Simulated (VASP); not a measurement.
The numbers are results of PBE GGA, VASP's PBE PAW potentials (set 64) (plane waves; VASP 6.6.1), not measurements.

VASP input:

KPOINTS_OPT:
```
k-points along high-symmetry lines
6
Line-mode
Reciprocal
  0.000000   0.000000   0.000000 ! GAMMA
  0.000000   0.500000   0.000000 ! M

  0.000000   0.500000   0.000000 ! M
 -0.333333   0.666667   0.000000 ! K

 -0.333333   0.666667   0.000000 ! K
  0.000000   0.000000   0.000000 ! GAMMA

  0.000000   0.000000   0.000000 ! GAMMA
  0.000000   0.000000   0.500000 ! A

  0.000000   0.000000   0.500000 ! A
  0.000000   0.500000   0.500000 ! L

  0.000000   0.500000   0.500000 ! L
 -0.333333   0.666667   0.500000 ! H

 -0.333333   0.666667   0.500000 ! H
  0.000000   0.000000   0.500000 ! A

  0.000000   0.500000   0.500000 ! L
  0.000000   0.500000   0.000000 ! M

 -0.333333   0.666667   0.500000 ! H
 -0.333333   0.666667   0.000000 ! K
```

KPOINTS:
```
Automatic mesh
0
Gamma
10 10 5
0 0 0
```

**POSCAR**
```
Zn
1
    1.3300000000    -2.3036280000     0.0000000000
    1.3300000000     2.3036280000     0.0000000000
    0.0000000000     0.0000000000     4.9500000000
Zn
2
Direct
  0.3333330000   0.6666670000   0.2500000000
  0.6666670000   0.3333330000   0.7500000000
```

### INCAR
```
# general
SYSTEM  = Zn
PREC    = Accurate
ENCUT   = 300   # plane-wave cut-off (eV)
LREAL   = .FALSE.
LASPH   = .TRUE.

# electronic loop
EDIFF   = 1E-6   # SCF stop (eV)
NELM    = 100
ALGO    = Normal   # blocked Davidson
LMAXMIX = 4   # l cut-off of mixed one-centre charges

# smearing
ISMEAR  = 0   # Gaussian
SIGMA   = 0.2

# functional
GGA     = PE   # PBE

# ions
ISIF    = 2

# output
LWAVE   = .FALSE.
LCHARG  = .FALSE.
```

POTCAR, in this order: Zn (PBE.64 set). Program: vasp_std.

Q: Predict the energy per atom (σ→0), band gap (over mesh and band path).

A: 
The energy per atom (σ→0) is -1.116 eV/atom and the band gap (over mesh and band path) is none (metal, semimetal or under 0.01 eV).

OSZICAR:
```
...
DAV:   7    -0.224012030882E+01    0.95553E-02   -0.24417E-02  1680   0.274E+00    0.154E+00
DAV:   8    -0.223548914638E+01    0.46312E-02   -0.15158E-03  1784   0.669E-01    0.446E-02
DAV:   9    -0.223549274560E+01   -0.35992E-05   -0.23792E-04  1864   0.214E-01    0.309E-02
DAV:  10    -0.223549458810E+01   -0.18425E-05   -0.22292E-05  1504   0.666E-02    0.243E-03
DAV:  11    -0.223549430905E+01    0.27904E-06   -0.11679E-07   912   0.371E-03
   1 F= -.22354943E+01 E0= -.22328253E+01  d E =-.533810E-02
       N       E                     dE             ncg
       N       E                     dE             ncg
```

The structure is a typed Zn crystal (P6_3/mmc). The cell was not relaxed at this level.
